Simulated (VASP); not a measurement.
Crystal: RuSe.

```
Ru Se
1.0
     3.18769    0.00000    0.00000
     0.00000    3.18769    0.00000
     0.00000    0.00000    3.18769
Ru Se
1 1
Direct
  0.00000 0.00000 0.00000
  0.50000 0.50000 0.50000
```

The cell comes from a database or a generator and needn't be the stable form of this composition.

| Quantity | Value |
| --- | --- |
| Program | VASP 6.6.1 |
| Task | relaxation of cell and atoms |
| Functional | PBEsol |
| Potentials or basis | VASP PAW PBE potentials, release 64 (Ru_pv, Se) |
| Cutoff | 600 eV |
| k mesh | 8 × 8 × 8 |
| Occupations | fermi-dirac, width 0.05 eV |
| Spin | no spin polarisation |

At the start: pressure -15.3 GPa; volume 16.20 Å³/atom.

Where does the relaxation end?

Over 7 steps the energy falls by 77.6 meV/atom and the volume is 14.72 Å³/atom (-9.1 %); space group Pm-3m (No. 221, to 0.05 Å).

The path:
| step | energy change (eV) | largest force (eV/Å) | pressure (GPa) | volume (Å³) |
| --- | --- | --- | --- | --- |
| 1 | 0.0000 | 0.0000 | -15.30 | 32.39 |
| 2 | 0.2484 | 0.0000 | 39.07 | 25.67 |
| 3 | -0.1549 | 0.0000 | -0.74 | 29.55 |
| 4 | -0.1551 | 0.0000 | -0.15 | 29.46 |
| 5 | -0.1551 | 0.0000 | 0.24 | 29.41 |
| 6 | -0.1551 | 0.0000 | -0.33 | 29.49 |
| 7 | -0.1551 | 0.0000 | 0.01 | 29.44 |

Final structure:
```
Ru Se
1.0
     3.08777    0.00000    0.00000
     0.00000    3.08777    0.00000
     0.00000    0.00000    3.08777
Ru Se
1 1
Direct
  0.00000 0.00000 0.00000
  0.50000 0.50000 0.50000
```

Caveat: the PAW data sets were made with another functional, which shifts forces and pressure a little.
